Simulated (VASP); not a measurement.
Given:

```yaml
crystal:
  lattice:
    - [0.00000, 2.65334, 2.65334]
    - [2.65334, 0.00000, 2.65334]
    - [2.65334, 2.65334, 0.00000]
  atoms:
    - { symbol: Cd, position: [0.00000, 0.00000, 0.00000] }
    - { symbol: F, position: [0.25000, 0.25000, 0.25000] }
    - { symbol: F, position: [0.75000, 0.75000, 0.75000] }
```

Method: AM05 GGA, VASP's PBE PAW potentials (set 64) (plane waves; VASP). Settings: 520 eV cut-off, 7×7×7 Γ-centred mesh, Gaussian smearing of 0.050 eV, potentials Cd F.

Q: Give the stress tensor in GPa (positive for a compressed cell).

A: 
```
7.47  0.00  0.00
0.00  7.47  0.00
0.00  0.00  7.47
```
The pressure is its mean diagonal, 7.47 GPa.

The compound is CdF2 in the fluorite structure. This cell is one point of a volume scan, at 0.94 of the reference volume.
